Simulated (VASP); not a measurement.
Method: PBE GGA, VASP's PBE PAW potentials (set 64) (plane waves; VASP).

Gaps are without spin-orbit coupling.

| Item | Result |
|---|---|
| volume per atom | 44.51 Å³/atom |
| band gap (over mesh and band path) | 1.60 eV |
| smallest direct gap (over mesh and band path) | 1.98 eV |
| Hill bulk modulus | 28.5 GPa |
| Hill shear modulus | 16.7 GPa |

Problem. Which relaxed crystal gives these values?
(A) BN, P6_3mc (186)
(B) PtSe2, P-3m1 (164)
(C) BeSe, F-43m (216)
(D) BaTe, Fm-3m (225)

Solution. D, BaTe, Fm-3m (225)
